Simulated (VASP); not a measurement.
```
Ru
1.0
    1.35140    -2.34070     0.00000
    1.35140     2.34070     0.00000
    0.00000     0.00000     4.25746
Ru
2
Cartesian
  1.35140   0.78024   1.06436
  1.35140  -0.78024   3.19309
```

These are r2SCAN+rVV10, VASP's PBE PAW potentials (set 64) (plane waves; VASP) values and carry that method's errors. Numerical set-up: 520 eV cut-off, 17×17×10 Γ-centred mesh, tetrahedra with Blöchl corrections, potentials Ru_pv.

**Question.** Give the energies of bands 7 to 17 at the high-symmetry points, in eV from the Fermi level.

**Answer.** 
| band | Γ | M | K | A | L | H |
|---|---|---|---|---|---|---|
| 7 | -8.44 | -6.53 | -5.94 | -6.39 | -6.42 | -4.99 |
| 8 | -6.58 | -5.83 | -4.60 | -6.39 | -6.42 | -4.99 |
| 9 | -2.75 | -5.69 | -4.60 | -2.94 | -4.79 | -4.36 |
| 10 | -2.75 | -3.23 | -4.01 | -2.94 | -4.79 | -4.36 |
| 11 | -2.51 | -2.19 | -3.01 | -2.94 | -1.15 | -2.89 |
| 12 | -2.03 | -1.92 | -3.01 | -2.94 | -1.15 | -2.89 |
| 13 | -2.03 | -1.58 | -1.13 | -2.84 | 0.45 | -1.26 |
| 14 | -1.52 | 1.46 | 1.08 | -2.84 | 0.45 | -1.26 |
| 15 | -1.52 | 1.91 | 1.08 | 0.57 | 1.74 | 1.28 |
| 16 | 1.24 | 2.03 | 1.55 | 0.57 | 1.74 | 1.28 |
| 17 | 1.24 | 4.26 | 7.32 | 0.57 | 3.55 | 8.37 |

It has no gap at this level: it comes out as a metal or semimetal.

The compound is Ru in the hcp structure. It was relaxed first.
